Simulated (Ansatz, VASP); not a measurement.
## Cross-check of Ge3H2 (Ge(100) slab, H on both faces) between VASP and Ansatz

Aim: how closely do two programs agree when they are given the same cell, functional and k mesh? The structure shown is the start of the Ansatz relaxation below; VASP solves that cell, so the two are compared at the walk's first step.

Main program and level: Ansatz 0.2.0; plane waves, with VASP 6.6.1 beside it; single point at PBE.

**1. The structure**

The cell holds 90 atoms: 54 Ge and 36 H. Cell: a = 12.002 Å, b = 12.002 Å, c = 20.839 Å, α = 90.0°, β = 90.0°, γ = 90.0°. It derives from Ge (diamond-structure). As first built, before any earlier steps moved the atoms (in the runner's words): diamond-structure Ge (a = 5.658 A), (100) slab of 6 atomic planes, 3 x 3 surface cells, H on the broken bonds of both faces; displaced by a Gaussian of 0.02 A. Vacuum lies along c.

**2. Ansatz: relaxation, PBE**

Ansatz runs on its default PAW (the set named soft_2) files.

The two programs are compared at the cell with which this relaxation starts, whose forces are those of its first step.

Input file input.yaml:

```yaml
crystal:
  lattice:
    - [12.00243, 0.0, 0.0]
    - [0.0, 12.00243, 0.0]
    - [0.0, 0.0, 20.83919]
  atoms:
    - { symbol: Ge, position: [0.16692, 0.16853, 0.32897] }
    - { symbol: Ge, position: [0.0018, 0.16986, 0.39782] }
    - { symbol: Ge, position: [0.00106, 0.33303, 0.46526] }
    - { symbol: Ge, position: [0.17074, 0.0, 0.53378] }
    - { symbol: Ge, position: [0.16501, 0.16653, 0.60166] }
    - { symbol: Ge, position: [0.00286, 0.16898, 0.67085] }
    - { symbol: Ge, position: [0.1714, 0.4996, 0.33075] }
    - { symbol: Ge, position: [0.99919, 0.49816, 0.39819] }
    - { symbol: Ge, position: [0.00132, 0.66469, 0.46559] }
    - { symbol: Ge, position: [0.16664, 0.33474, 0.53477] }
    - { symbol: Ge, position: [0.16759, 0.5008, 0.60167] }
    - { symbol: Ge, position: [0.00386, 0.50194, 0.66917] }
    - { symbol: Ge, position: [0.16852, 0.83264, 0.3295] }
    - { symbol: Ge, position: [0.00479, 0.83451, 0.39939] }
    - { symbol: Ge, position: [0.00215, 0.99991, 0.46578] }
    - { symbol: Ge, position: [0.16708, 0.66778, 0.53249] }
    - { symbol: Ge, position: [0.16954, 0.83328, 0.60114] }
    - { symbol: Ge, position: [0.00158, 0.83577, 0.67169] }
    - { symbol: Ge, position: [0.50154, 0.16848, 0.32892] }
    - { symbol: Ge, position: [0.33272, 0.16608, 0.39879] }
    - { symbol: Ge, position: [0.33418, 0.33399, 0.46601] }
    - { symbol: Ge, position: [0.50042, 0.00218, 0.53423] }
    - { symbol: Ge, position: [0.50066, 0.16642, 0.60117] }
    - { symbol: Ge, position: [0.33619, 0.16472, 0.66992] }
    - { symbol: Ge, position: [0.50133, 0.50261, 0.33127] }
    - { symbol: Ge, position: [0.33643, 0.49944, 0.3983] }
    - { symbol: Ge, position: [0.33681, 0.66895, 0.4651] }
    - { symbol: Ge, position: [0.49835, 0.33304, 0.53438] }
    - { symbol: Ge, position: [0.50392, 0.49799, 0.60094] }
    - { symbol: Ge, position: [0.33417, 0.49706, 0.66988] }
    - { symbol: Ge, position: [0.50115, 0.83368, 0.32988] }
    - { symbol: Ge, position: [0.33543, 0.83274, 0.39784] }
    - { symbol: Ge, position: [0.33452, 0.00015, 0.46703] }
    - { symbol: Ge, position: [0.50287, 0.66621, 0.53361] }
    - { symbol: Ge, position: [0.50274, 0.83183, 0.60135] }
    - { symbol: Ge, position: [0.33506, 0.83592, 0.67002] }
    - { symbol: Ge, position: [0.83336, 0.165, 0.33105] }
    - { symbol: Ge, position: [0.6698, 0.16708, 0.39894] }
    - { symbol: Ge, position: [0.66671, 0.33311, 0.46766] }
    - { symbol: Ge, position: [0.83464, 0.99903, 0.53403] }
    - { symbol: Ge, position: [0.83857, 0.16787, 0.60092] }
    - { symbol: Ge, position: [0.66713, 0.16593, 0.66937] }
    - { symbol: Ge, position: [0.83601, 0.49941, 0.329] }
    - { symbol: Ge, position: [0.66583, 0.50366, 0.398] }
    - { symbol: Ge, position: [0.6687, 0.66638, 0.46669] }
    - { symbol: Ge, position: [0.83643, 0.3327, 0.53486] }
    - { symbol: Ge, position: [0.83481, 0.49785, 0.60437] }
    - { symbol: Ge, position: [0.66984, 0.49737, 0.6689] }
    - { symbol: Ge, position: [0.83799, 0.83114, 0.33018] }
    - { symbol: Ge, position: [0.66962, 0.83129, 0.39701] }
    - { symbol: Ge, position: [0.67036, 0.00058, 0.4666] }
    - { symbol: Ge, position: [0.83486, 0.66971, 0.53443] }
    - { symbol: Ge, position: [0.83414, 0.83365, 0.60254] }
    - { symbol: Ge, position: [0.67105, 0.83095, 0.67039] }
    - { symbol: H, position: [0.16582, 0.06375, 0.28957] }
    - { symbol: H, position: [0.16773, 0.27105, 0.28963] }
    - { symbol: H, position: [0.00036, 0.06065, 0.71288] }
    - { symbol: H, position: [0.99972, 0.27346, 0.71175] }
    - { symbol: H, position: [0.17066, 0.60436, 0.29009] }
    - { symbol: H, position: [0.16881, 0.39541, 0.29062] }
    - { symbol: H, position: [0.00352, 0.39742, 0.71105] }
    - { symbol: H, position: [0.00049, 0.60197, 0.71243] }
    - { symbol: H, position: [0.16711, 0.93632, 0.28774] }
    - { symbol: H, position: [0.16828, 0.72671, 0.2876] }
    - { symbol: H, position: [0.00501, 0.72935, 0.71157] }
    - { symbol: H, position: [0.00038, 0.93513, 0.71125] }
    - { symbol: H, position: [0.50207, 0.06497, 0.28916] }
    - { symbol: H, position: [0.50395, 0.26788, 0.28993] }
    - { symbol: H, position: [0.33645, 0.06157, 0.71554] }
    - { symbol: H, position: [0.33402, 0.26877, 0.71096] }
    - { symbol: H, position: [0.50036, 0.39621, 0.29014] }
    - { symbol: H, position: [0.50131, 0.60386, 0.28792] }
    - { symbol: H, position: [0.33579, 0.39637, 0.71261] }
    - { symbol: H, position: [0.33937, 0.60307, 0.71163] }
    - { symbol: H, position: [0.50316, 0.72861, 0.28918] }
    - { symbol: H, position: [0.50252, 0.93622, 0.28893] }
    - { symbol: H, position: [0.33699, 0.73282, 0.71146] }
    - { symbol: H, position: [0.33516, 0.93791, 0.71362] }
    - { symbol: H, position: [0.83423, 0.06163, 0.28798] }
    - { symbol: H, position: [0.83522, 0.27177, 0.2874] }
    - { symbol: H, position: [0.67152, 0.06107, 0.71503] }
    - { symbol: H, position: [0.67183, 0.27092, 0.71307] }
    - { symbol: H, position: [0.83626, 0.60365, 0.28763] }
    - { symbol: H, position: [0.83413, 0.39785, 0.28624] }
    - { symbol: H, position: [0.67179, 0.39813, 0.71314] }
    - { symbol: H, position: [0.6681, 0.60498, 0.71162] }
    - { symbol: H, position: [0.836, 0.9414, 0.28698] }
    - { symbol: H, position: [0.83549, 0.73057, 0.28813] }
    - { symbol: H, position: [0.66789, 0.93782, 0.71163] }
    - { symbol: H, position: [0.66852, 0.7301, 0.71235] }
kpoints:
  mp_grid: { grid: [1, 1, 1] }
hamiltonian:
  xc: pbe
scf:
  occupations: { method: fixed }
output:
  forces: true
relax:
  f_tol: 0.03
  max_steps: 87
```

On the command line:

```console
$ ansatz run input.yaml --threads 4 --pin off --max-ram 8192MiB --backend cpu --events-out ev --progress --plain --runs-dir out
```

Numbers of over 12 decimals in the logs are rounded to 6 here.

What it wrote:

```text
Engine: ansatz 0.2.0, aarch64-unknown-linux-gnu
Pseudopotentials: kind: paw
Pseudopotential: Ge, paw, valence charge 14, recommended cutoff 420 eV (normal), Ge.paw.azcp
Pseudopotential: H, paw, valence charge 1, recommended cutoff 420 eV (normal), H.paw.azcp
Functional definition: PBE
  parameter kappa = 0.804
  parameter beta = 0.066725
  exchange = pbe_x(kappa = kappa, mu = beta*pi^2/3)
  correlation = pbe_c(beta = beta)
Crystal: 90 atoms, lattice volume = 3002.059 Å³
Basis set: ecut = 420 eV, 58645 PW (Γ), exchange–correlation on 162×162×288 points (8 copies of the dense FFT grid, shifted against one another)
Bands: 486, of which v1, the nominal top of the filled ones, is band 396 counted from 1 (395 counted from 0)
Symmetry: 1 space group operations
Space group: P1 (ITA 1), of the structure as read, at distance tolerance 1.4e-4 Å
k-points: 1
Non-local potential: Ge, projectors of the file, l = 0: 2, l = 1: 2, l = 2: 3, l = 3: 1
Non-local potential: H, projectors of the file, l = 0: 2, l = 1: 1
PAW form: soft (Blöchl's): semilocal exchange-correlation on the pseudo side does not see the compensation charge
PAW one-centre angular grid: Ge, 590 points (default); XC on 64 Gauss nodes
PAW one-centre angular grid: H, 110 points (default); XC on 64 Gauss nodes
Initial density: superposition of atomic densities (neutral atoms: chi_scale 0, normalization atom), corrected by the library's trained network
Initial wavefunctions: pseudopotential atomic-orbital guess
Functional: x = pbe(κ = 0.804, μ = 0.219515), c = pbe(β = 0.066725)
SCF iter   1: F=—  HF=-232481.320264 eV  |F-HF|=—  |Δ(HF+E_count)|=         —  Δρ=2.26e-3  dr2=1.81e-1  ethr=1.77e-3  ⟨swp⟩=5.0  Hψ=1403  notcnv=0  defer=81
preconditioner: auto → Resta (q_TF=auto, 2.185 Å⁻¹)  ε∞=1.8  [insulator: Δε(μ)=1.243 eV  Ē_g=21.892 eV  n_scr=542 (ndim 8)  ℏωp=19.1 eV  f_vac=0.509  ε∞_Penn≈1.8  vacuum switching on, ρ_ref=3.5e-2 e/Å³]
SCF iter   2: F=—  HF=-232481.295625 eV  |F-HF|=—  |Δ(HF+E_count)|=   2.46e-2  Δρ=1.25e-3  dr2=4.99e-2  ethr=2.29e-5  ⟨swp⟩=3.0  Hψ=926  notcnv=0  defer=88
SCF iter   3: F=—  HF=-232481.303758 eV  |F-HF|=—  |Δ(HF+E_count)|=   8.13e-3  Δρ=5.31e-4  dr2=4.10e-2  ethr=6.31e-6  ⟨swp⟩=4.0  Hψ=806  notcnv=0  defer=88
SCF iter   4: F=—  HF=-232481.300838 eV  |F-HF|=—  |Δ(HF+E_count)|=   2.92e-3  Δρ=2.15e-4  dr2=1.12e-2  ethr=5.18e-6  ⟨swp⟩=3.0  Hψ=490  notcnv=0  defer=88
SCF iter   5: F=—  HF=-232481.300404 eV  |F-HF|=—  |Δ(HF+E_count)|=   4.33e-4  Δρ=9.17e-5  dr2=9.47e-4  ethr=1.41e-6  ⟨swp⟩=2.0  Hψ=509  notcnv=0  defer=87
SCF iter   6: F=—  HF=-232481.300301 eV  |F-HF|=—  |Δ(HF+E_count)|=   1.03e-4  Δρ=4.46e-5  dr2=7.18e-5  ethr=1.20e-7  ⟨swp⟩=2.0  Hψ=563  notcnv=0  defer=87
SCF iter   7: F=-232481.300326 eV  HF=-232481.300322 eV  |F-HF|=4.27e-6  |Δ(HF+E_count)|=   2.09e-5  Δρ=1.93e-5  dr2=1.23e-5  ethr=2.84e-9  ⟨swp⟩=4.0  Hψ=1395  notcnv=0
SCF 1 converged in 7 iterations: F = -232481.300326 eV  dr2 = 1.23e-5
  greatest PAW one-centre occupation: 0.998 electrons in one spin orbital (limit 2), on the Ge atom at site 18 (counted from 0), in its partial waves of l = 2
relax step   1: F+E_penalty+E_count = -232481.30032637 eV  Δ(F+E_penalty+E_count) = +0.000e0 eV  max|allowed force component| = 2.050e0 eV/Å  Δτ_max = 0.0000 Å  (7 SCF iters, dr2 threshold 2.25e-5 eV, accepted)
Initial density: handed on by an earlier stage of this run
Initial wavefunctions: those handed on with the density
iter 1 solved again at ethr=1.38e-4 eV; its pass at ethr=3.10e-3 eV (dr2=1.09e0 eV) is discarded
SCF iter   1: F=—  HF=-232482.269423 eV  |F-HF|=—  |Δ(HF+E_count)|=         —  Δρ=6.69e-3  dr2=1.10e0  ethr=1.38e-4  ⟨swp⟩=1.0  Hψ=1409  notcnv=0  defer=84
preconditioner: auto → Resta (q_TF=auto, 2.185 Å⁻¹)  ε∞=1.8  [insulator: Δε(μ)=1.203 eV  Ē_g=21.850 eV  n_scr=542 (ndim 8)  ℏωp=19.1 eV  f_vac=0.508  ε∞_Penn≈1.8  vacuum switching on, ρ_ref=3.5e-2 e/Å³]
SCF iter   2: F=—  HF=-232482.123528 eV  |F-HF|=—  |Δ(HF+E_count)|=   1.46e-1  Δρ=3.25e-3  dr2=3.71e-1  ethr=1.38e-4  ⟨swp⟩=4.0  Hψ=520  notcnv=0  defer=88
SCF iter   3: F=—  HF=-232482.108383 eV  |F-HF|=—  |Δ(HF+E_count)|=   1.51e-2  Δρ=1.73e-3  dr2=2.25e-1  ethr=4.69e-5  ⟨swp⟩=3.0  Hψ=593  notcnv=0  defer=88
SCF iter   4: F=—  HF=-232482.077702 eV  |F-HF|=—  |Δ(HF+E_count)|=   3.07e-2  Δρ=3.75e-4  dr2=3.35e-3  ethr=2.84e-5  ⟨swp⟩=4.0  Hψ=488  notcnv=0  defer=88
SCF iter   5: F=—  HF=-232482.079824 eV  |F-HF|=—  |Δ(HF+E_count)|=   2.12e-3  Δρ=9.53e-5  dr2=4.33e-4  ethr=4.23e-7  ⟨swp⟩=2.0  Hψ=606  notcnv=0  defer=88
SCF iter   6: F=—  HF=-232482.079921 eV  |F-HF|=—  |Δ(HF+E_count)|=   9.69e-5  Δρ=4.03e-5  dr2=1.89e-4  ethr=5.47e-8  ⟨swp⟩=2.0  Hψ=514  notcnv=0  defer=88
SCF iter   7: F=—  HF=-232482.079935 eV  |F-HF|=—  |Δ(HF+E_count)|=   1.41e-5  Δρ=2.06e-5  dr2=1.19e-4  ethr=2.39e-8  ⟨swp⟩=2.0  Hψ=498  notcnv=0  defer=88
[...]
atom  69  H     -0.00042904    -0.00018090     0.00058013
  atom  70  H     -0.00197686     0.00110305     0.00107761
  atom  71  H     -0.00749420     0.00307003    -0.00088052
  atom  72  H     -0.00418272     0.00133896    -0.00036429
  atom  73  H      0.00083091     0.00119002     0.00067557
  atom  74  H     -0.00127099     0.00450799     0.00123838
  atom  75  H     -0.00962861    -0.00267249    -0.00095761
  atom  76  H     -0.00397639    -0.00194774    -0.00213445
  atom  77  H      0.00092485     0.00135171    -0.00102105
  atom  78  H      0.00032792    -0.00065393    -0.00234981
  atom  79  H     -0.00322328     0.00377714     0.00030565
  atom  80  H     -0.00441249     0.00018294     0.00250968
  atom  81  H     -0.00390687    -0.00041606     0.00422736
  atom  82  H     -0.00676985     0.00385094    -0.00133406
  atom  83  H      0.00132412    -0.00343848     0.00125858
  atom  84  H     -0.00073509     0.00111892     0.00383225
  atom  85  H     -0.00257831     0.00037163     0.00013837
  atom  86  H     -0.00393512    -0.00066875    -0.00151914
  atom  87  H     -0.00218697     0.00136680     0.00332756
  atom  88  H     -0.00196119     0.00120549     0.00098522
  atom  89  H     -0.00602565    -0.00004094    -0.00193681
  atom  90  H     -0.00286115    -0.00175833     0.00144896
  max |Σ_I F_I| component: 7.21e-5 eV/Å
--- Relaxed structure (21 steps of the walk, 21 accepted, 0 SCFs on fresh bases) ---
  F+E_penalty+E_count = -232484.34422195 eV   max|allowed force component| = 1.825e-2 eV/Å
  atoms:
    - { symbol: Ge, position: [0.168114, 0.135706, 0.333639] }
    - { symbol: Ge, position: [0.00202377, 0.172517, 0.397207] }
    - { symbol: Ge, position: [0.00185629, 0.339006, 0.465923] }
    - { symbol: Ge, position: [0.168772, 0.00284889, 0.534421] }
    - { symbol: Ge, position: [0.168281, 0.169218, 0.603188] }
    - { symbol: Ge, position: [0.00273332, 0.130824, 0.667143] }
    - { symbol: Ge, position: [0.167966, 0.469105, 0.333754] }
    - { symbol: Ge, position: [1.001802, 0.505886, 0.397255] }
    - { symbol: Ge, position: [0.00180078, 0.672290, 0.466024] }
    - { symbol: Ge, position: [0.168705, 0.336051, 0.534339] }
    - { symbol: Ge, position: [0.168440, 0.502553, 0.603037] }
    - { symbol: Ge, position: [0.00283022, 0.464283, 0.666958] }
    - { symbol: Ge, position: [0.168007, 0.802481, 0.333774] }
    - { symbol: Ge, position: [0.0018951, 0.839181, 0.397341] }
    - { symbol: Ge, position: [0.00190542, 1.005765, 0.465988] }
    - { symbol: Ge, position: [0.168795, 0.669570, 0.534311] }
    - { symbol: Ge, position: [0.168461, 0.835877, 0.603158] }
    - { symbol: Ge, position: [0.00264772, 0.797619, 0.666888] }
    - { symbol: Ge, position: [0.502173, 0.132794, 0.333714] }
    - { symbol: Ge, position: [0.335430, 0.170254, 0.396848] }
    - { symbol: Ge, position: [0.335436, 0.337014, 0.465688] }
    - { symbol: Ge, position: [0.501698, -0.00363961, 0.534744] }
    - { symbol: Ge, position: [0.501612, 0.163193, 0.603553] }
    - { symbol: Ge, position: [0.335211, 0.200825, 0.666897] }
[...]
- { symbol: Ge, position: [0.835341, 0.494259, 0.603231] }
    - { symbol: Ge, position: [0.669237, 0.531076, 0.666796] }
    - { symbol: Ge, position: [0.834646, 0.869321, 0.333432] }
    - { symbol: Ge, position: [0.668942, 0.831037, 0.397306] }
    - { symbol: Ge, position: [0.668470, -0.00257556, 0.466115] }
    - { symbol: Ge, position: [0.835300, 0.661014, 0.534433] }
    - { symbol: Ge, position: [0.835196, 0.827549, 0.603152] }
    - { symbol: Ge, position: [0.669170, 0.864390, 0.666765] }
    - { symbol: H, position: [0.166648, 0.00711558, 0.327664] }
    - { symbol: H, position: [0.168529, 0.181609, 0.264364] }
    - { symbol: H, position: [0.00744632, 0.00237744, 0.673155] }
    - { symbol: H, position: [1.000746, 0.177176, 0.736311] }
    - { symbol: H, position: [0.168419, 0.514865, 0.264454] }
    - { symbol: H, position: [0.166349, 0.340511, 0.327865] }
    - { symbol: H, position: [0.0075777, 0.335826, 0.672820] }
    - { symbol: H, position: [0.00102964, 0.510432, 0.736166] }
    - { symbol: H, position: [0.168271, 0.848139, 0.264449] }
    - { symbol: H, position: [0.166399, 0.673865, 0.327978] }
    - { symbol: H, position: [0.00714276, 0.669081, 0.672430] }
    - { symbol: H, position: [0.000741131, 0.843194, 0.736222] }
    - { symbol: H, position: [0.498810, 0.00424215, 0.327898] }
    - { symbol: H, position: [0.503938, 0.178437, 0.264396] }
    - { symbol: H, position: [0.333829, 0.155224, 0.736233] }
    - { symbol: H, position: [0.339472, 0.329367, 0.672641] }
    - { symbol: H, position: [0.498656, 0.337423, 0.327762] }
    - { symbol: H, position: [0.503720, 0.511614, 0.264189] }
    - { symbol: H, position: [0.333531, 0.488139, 0.736173] }
    - { symbol: H, position: [0.339351, 0.662562, 0.672820] }
    - { symbol: H, position: [0.498939, 0.670893, 0.327406] }
    - { symbol: H, position: [0.503861, 0.845607, 0.264280] }
    - { symbol: H, position: [0.333478, 0.821049, 0.736302] }
    - { symbol: H, position: [0.339051, 0.995954, 0.673429] }
[...]
- { symbol: H, position: [0.829599, 0.664524, 0.327681] }
    - { symbol: H, position: [0.836340, 0.490235, 0.264048] }
    - { symbol: H, position: [0.668833, 0.485302, 0.736103] }
    - { symbol: H, position: [0.670713, 0.659697, 0.672690] }
    - { symbol: H, position: [0.829882, 0.997789, 0.327620] }
    - { symbol: H, position: [0.836588, 0.823362, 0.264175] }
    - { symbol: H, position: [0.670862, 0.993021, 0.672576] }
    - { symbol: H, position: [0.668943, 0.818856, 0.736120] }
```

(Continued in part 2 of 2.)

[Lines on the potential files, build, host, timing and source positions are cut from VASP's logs without a mark.]

[Logs are printed without paths, hosts, clocks, repeated set-up lines and the standing remarks that a program may print on its own settings, such as how far it seeks lower states.]

[Hosts, paths, dates, database ids (printed as entryN), source tags and the programs' standing remarks are cut or masked in the printed files.]
